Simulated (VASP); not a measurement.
OSZICAR of a VASP run on In (relaxed from the bcc structure, space group Im-3m):

**OSZICAR**
```
       N       E                     dE             d eps       ncg     rms          rms(c)
DAV:   1     0.976401321014E+02    0.97640E+02   -0.55121E+03  2888   0.151E+03
DAV:   2     0.427915521695E+01   -0.93361E+02   -0.91491E+02  2932   0.343E+02
DAV:   3    -0.281908865353E+01   -0.70982E+01   -0.70546E+01  3308   0.113E+02
DAV:   4    -0.303193219644E+01   -0.21284E+00   -0.21268E+00  3700   0.206E+01
DAV:   5    -0.304476976090E+01   -0.12838E-01   -0.12837E-01  4176   0.393E+00    0.237E+00
DAV:   6    -0.300851201317E+01    0.36258E-01   -0.64756E-02  3804   0.604E+00    0.109E+00
DAV:   7    -0.300176599103E+01    0.67460E-02   -0.16290E-02  3948   0.266E+00    0.405E-01
DAV:   8    -0.300127877532E+01    0.48722E-03   -0.54844E-04  3348   0.358E-01    0.203E-01
DAV:   9    -0.300107655187E+01    0.20222E-03   -0.17964E-04  3672   0.288E-01    0.125E-02
DAV:  10    -0.300107756177E+01   -0.10099E-05   -0.60559E-06  3992   0.339E-02    0.553E-03
DAV:  11    -0.300107802985E+01   -0.46808E-06   -0.29206E-07  2056   0.814E-03
   1 F= -.30010780E+01 E0= -.30007143E+01  d E =-.727364E-03  mag=     0.0000    -0.0000    -0.0000
       N       E                     dE             ncg
```

Problem. Which electronic solver shows in the log?

Solution. It is blocked Davidson (ALGO = Normal, or the opening steps of other solvers). The INCAR had ALGO = Normal.

Problem. How was spin treated?

Solution. With non-collinear spinors: mag has three components.

Problem. Can the final energy be trusted as converged?

Solution. The run converged. It stopped with EDIFF = 1E-6, NELM = 100 (PBEsol GGA with spin-orbit coupling, plane waves, VASP's PBE PAW potentials (set 64)).

The structure was generated: In was put into the bcc type (Im-3m), which need not be its known phase. It was relaxed first.
